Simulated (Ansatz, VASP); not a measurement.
# ReOs (Os-Re stack, (100) layers): VASP beside Ansatz, part 2 of 2

Wanted: the spread between two codes on one cell, functional and k mesh. Of the first pair: The structure shown is the end of the Ansatz relaxation below.

VASP 6.6.1 and Ansatz 0.2.0.

So far: Set-up; Ansatz: relaxation, PBEsol; VASP: single point, PBEsol, relaxed cell, pair 1; Side by side.

## (6) VASP: single point, PBEsol, start cell, pair 2

Level of this step: PBEsol; plane waves and PAW (Os, Re) (VASP).

The same cell, functional, mesh and smearing now go to VASP, with its own data sets.

Input file INCAR:

```
SYSTEM = ReOs
PREC = Accurate
ENCUT = 520
EDIFF = 1E-06
NELM = 120
ISMEAR = 0
SIGMA = 0.1
LREAL = .FALSE.
ALGO = Normal
GGA = PS
NBANDS = 13
LASPH = .TRUE.
LORBIT = 11
LWAVE = .FALSE.
LCHARG = .FALSE.
ISIF = 2
LDIPOL = .TRUE.
IDIPOL = 3
DIPOL = 0.5 0.5 0.234
LVHAR = .TRUE.
GGA_COMPAT = .FALSE.
NELMDL = -8
KPAR = 2
```

Input file POSCAR:

```
ReOs
1.0
    2.7498300000      0.0000000000      0.0000000000
    0.0000000000      2.7498300000      0.0000000000
    0.0000000000      0.0000000000     27.6888400000
Os Re
1 1
Direct
    0.0000000000      0.0000000000      0.1986359848
    0.5000000000      0.5000000000      0.2688599450
```

Input file KPOINTS:

```
Automatic mesh
0
Gamma
8 8 1
0 0 0
```

The projector-augmented-wave data sets are Os and Re (PBE family, release 64).

Command:

```
$ mpirun -np 2 vasp_std
```

Numbers of over 12 decimals in the logs are rounded to 6 here.

The log of the run:

```text
[banner, memory and clock lines left out]
running    2 mpi-ranks, on    1 nodes
[...]
[... a notice as in an earlier step ...]

 LDA part: xc-table for (Slater+PW92), standard interpolation
 POSCAR, INCAR and KPOINTS ok, starting setup
[...]
entering main loop
       N       E                     dE             d eps       ncg     rms          rms(c)
DAV:   1     0.682138744802E+02    0.68214E+02   -0.47444E+03   577   0.815E+02
DAV:   2    -0.134513002518E+02   -0.81665E+02   -0.73219E+02   613   0.184E+02
DAV:   3    -0.223426551986E+02   -0.88914E+01   -0.75667E+01   676   0.691E+01
DAV:   4    -0.228899389576E+02   -0.54728E+00   -0.48405E+00   599   0.171E+01
[...]
DAV:  26    -0.212849868329E+02   -0.15799E-05   -0.93880E-08   335   0.607E-03    0.755E-04
DAV:  27    -0.212849881086E+02   -0.12758E-05   -0.92187E-08   305   0.515E-03    0.807E-04
DAV:  28    -0.212849884747E+02   -0.36609E-06   -0.60272E-08   315   0.446E-03
   1 F= -.21284988E+02 E0= -.21277372E+02  d E =-.152335E-01
```

From OUTCAR (step 6):

```text
  Total       -7.8359010     -7.8359010     -5.8975254      0.0000000      0.0000000     -0.0000000
  in kB      -59.9629606    -59.9629606    -45.1298564      0.0000000      0.0000000     -0.0000000
  external PRESSURE =     -55.0185925 kB  Pullay stress =       0.0000000 kB

 POSITION                                       TOTAL-FORCE (eV/Angst)
 -----------------------------------------------------------------------------------
      0.00000      0.00000      5.50000        -0.000000      0.000000      3.019210
      1.37492      1.37492      7.44442         0.000000      0.000000     -3.019210
 -----------------------------------------------------------------------------------
    total drift:                               -0.000000     -0.000000      0.000322

  FREE ENERGIE OF THE ION-ELECTRON SYSTEM (eV)
  ---------------------------------------------------
  free  energy   TOTEN  =       -21.2849884747 eV

  energy  without entropy=      -21.2697549416  energy(sigma->0) =      -21.27737171

[... 3 further parts left out ...]
[key lines of the parts left out:]
E-fermi :  -3.0055
```

The run ends at a pressure of -5.50 GPa, with forces up to 3.0 eV/Å.

## (7) Comparison

What differs besides the data sets and the points named for the pairs above, as far as they apply: the data sets hold 31 valence electrons in Ansatz (on its PAW soft_1 files) and 15 in VASP. Total energies have different zeros and are not compared.

Forces (eV/Å; atoms numbered as in POSCAR):

| atom | Ansatz x, y, z | VASP x, y, z |
| --- | --- | --- |
| Os1 | 0.000, 0.000, 2.997 | 0.000, 0.000, 3.019 |
| Re2 | 0.000, 0.000, -2.997 | 0.000, 0.000, -3.019 |

The forces differ by 13 meV/Å r.m.s., which is 0.7 % of the r.m.s. force of 1.743 eV/Å (both taken over all components). Where the cell holds vacuum, a pressure given here is an average over it and none of the material.

## (8) Ansatz: relaxation, PBEsol

The two programs are compared at the cell with which this relaxation starts, whose forces are those of its first step.

The structure compared here is the start of the Ansatz relaxation; VASP solves that cell, so the two are compared at the walk's first step.

Input file input.yaml:

```yaml
crystal:
  lattice:
    - [2.7803297421, 0.0, 0.0]
    - [0.0, 2.7803297421, 0.0]
    - [0.0, 0.0, 27.6888403229]
  atoms:
    - { symbol: Os, position: [0.0, 0.0, 0.2062497394] }
    - { symbol: Re, position: [0.5, 0.5, 0.2612461849] }
  periodic: [true, true, false]
kpoints:
  mp_grid: { grid: [10, 10, 1] }
hamiltonian:
  xc: pbesol
  pseudopotentials: { kind: paw, azcp: { folder: soft_1 }, xc_functional: pbe }
scf:
  occupations: { method: gaussian, width: 0.1 }
output:
  forces: true
  stress: true
  eigenvalues: true
  write_density: true
  write_potential: true
  elf: true
  volumetric_format: npy
relax:
  adjacent_minimum: "off"
  f_tol: 0.005
  max_steps: 80
  cell: { stress_2d_tol: 0.02 }
```

Command:

```
$ ansatz run input.yaml --threads 4 --pin off --max-ram 20480MiB --backend cpu --events-out ev --progress --plain --runs-dir out
```

The log of the run:

```text
[...]
Crystal: 2 atoms, lattice volume = 214.041 Å³
Basis set: ecut = 420 eV, 4257 PW (Γ), exchange–correlation on 40×40×384 points (8 copies of the dense FFT grid, shifted against one another)
Bands: 20, of which v1, the nominal top of the filled ones, is band 16 counted from 1 (15 counted from 0)
Symmetry: 8 space group operations
[...]
k-points: 21 of 100
[...]
k-point 20: bands = [... 12 lower, -5.1409, -5.1409, -3.9786, -3.1279, -2.5959, -1.1140, -0.6934, -0.6934]
--- Relaxed structure (5 steps of the walk, 5 accepted, 1 SCFs on fresh bases) ---
[...]
cell:  # Å, volume = 221.1155 Å³
    - [2.825903, 0, 0]
    - [0, 2.825903, 0.0]
    - [0, 0.0, 27.6888403229]
  atoms:
    - { symbol: Os, position: [0, 0, 0.207616] }
    - { symbol: Re, position: [0.5, 0.5, 0.259880] }
[key lines of the parts left out:]
SCF converged after 8 iterations
Free energy (F): -21987.016116 eV
Fermi energy:    -4.870433 eV
P = ½ c Tr σ = 0.0031 N/m
```

## (9) VASP: single point, PBEsol, start cell, pair 3

The same cell, functional, mesh and smearing now go to VASP, with its own data sets.

INCAR is that of step 6.

Input file POSCAR:

```
ReOs
1.0
    2.7803300000      0.0000000000      0.0000000000
    0.0000000000      2.7803300000      0.0000000000
    0.0000000000      0.0000000000     27.6888400000
Os Re
1 1
Direct
    0.0000000000      0.0000000000      0.2062497382
    0.5000000000      0.5000000000      0.2612461916
```

Input file KPOINTS:

```
Automatic mesh
0
Gamma
10 10 1
0 0 0
```

Command:

```
$ mpirun -np 2 vasp_std
```

The log of the run:

```text
[... set-up lines as in an earlier step ...]
 entering main loop
       N       E                     dE             d eps       ncg     rms          rms(c)
DAV:   1     0.714863666654E+02    0.71486E+02   -0.48424E+03   824   0.814E+02
DAV:   2    -0.154080369645E+02   -0.86894E+02   -0.80556E+02   896   0.191E+02
DAV:   3    -0.232378996526E+02   -0.78299E+01   -0.68659E+01   932   0.633E+01
DAV:   4    -0.235706157066E+02   -0.33272E+00   -0.31905E+00   853   0.130E+01
[...]
DAV:  25    -0.219261755201E+02   -0.43259E-05   -0.15495E-07   461   0.617E-03    0.190E-03
DAV:  26    -0.219261776114E+02   -0.20913E-05   -0.84699E-08   508   0.267E-03    0.852E-04
DAV:  27    -0.219261784633E+02   -0.85190E-06   -0.34271E-08   418   0.496E-03
   1 F= -.21926178E+02 E0= -.21910110E+02  d E =-.321360E-01
```

Parts of OUTCAR (step 9):

```text
  Total        0.5368099      0.5368099     -0.4890157      0.0000000      0.0000000     -0.0000000
  in kB        4.0182193      4.0182193     -3.6604624      0.0000000      0.0000000     -0.0000000
  external PRESSURE =       1.4586587 kB  Pullay stress =       0.0000000 kB

 POSITION                                       TOTAL-FORCE (eV/Angst)
 -----------------------------------------------------------------------------------
      0.00000      0.00000      5.71082         0.000000     -0.000000      0.309484
      1.39017      1.39017      7.23360         0.000000      0.000000     -0.309484
 -----------------------------------------------------------------------------------
    total drift:                                0.000000      0.000000      0.000123

  FREE ENERGIE OF THE ION-ELECTRON SYSTEM (eV)
  ---------------------------------------------------
  free  energy   TOTEN  =       -21.9261784633 eV

  energy  without entropy=      -21.8940424848  energy(sigma->0) =      -21.91011047

[... 1 part as in an earlier step ...]

[... 2 further parts left out ...]
[key lines of the parts left out:]
E-fermi :  -2.9584
```

The run ends at a pressure of 0.15 GPa, with forces up to 0.31 eV/Å.

## (10) Differences

What differs besides the data sets and the points named for the pairs above, as far as they apply: the data sets hold 31 valence electrons in Ansatz (on its PAW soft_1 files) and 15 in VASP. Total energies have different zeros and are not compared.

Forces (eV/Å; atoms numbered as in POSCAR):

| atom | Ansatz x, y, z | VASP x, y, z |
| --- | --- | --- |
| Os1 | 0.000, 0.000, 0.232 | 0.000, 0.000, 0.309 |
| Re2 | 0.000, 0.000, -0.232 | 0.000, 0.000, -0.309 |

The forces differ by 45 meV/Å r.m.s., which is 25.2 % of the r.m.s. force of 0.179 eV/Å (both taken over all components). Where the cell holds vacuum, a pressure given here is an average over it and none of the material.

## (11) Summary of results

```
r.m.s. force difference (single point, PBEsol, relaxed cell, pair 1) : 25 meV/Å
r.m.s. force difference (single point, PBEsol, start cell, pair 2)   : 0.75 % of the r.m.s. force
r.m.s. force difference (single point, PBEsol, start cell, pair 3)   : 45 meV/Å
```

The r.m.s. force difference is 45 meV/Å (single point, PBEsol, start cell, pair 3), beyond the 12 meV/Å picked in this series as the mark of a large difference. The data sets hold unlike numbers of valence electrons (31 in Ansatz and 15 in VASP), so part of the differences may come from the potentials. What causes the difference of the single point, PBEsol, relaxed cell, pair 1 pair stays open here. What causes the difference of the single point, PBEsol, start cell, pair 3 pair stays open here. 1 further pair of this series is not shown here. How closely two codes agree says nothing of how well the functional describes the real material.

[Lines on the potential files, build, host, timing and source positions are cut from VASP's logs without a mark.]

[Logs are printed without paths, hosts, clocks, repeated set-up lines and the standing remarks that a program may print on its own settings, such as how far it seeks lower states.]

[Hosts, paths, dates, database ids (printed as entryN), source tags and the programs' standing remarks are cut or masked in the printed files.]
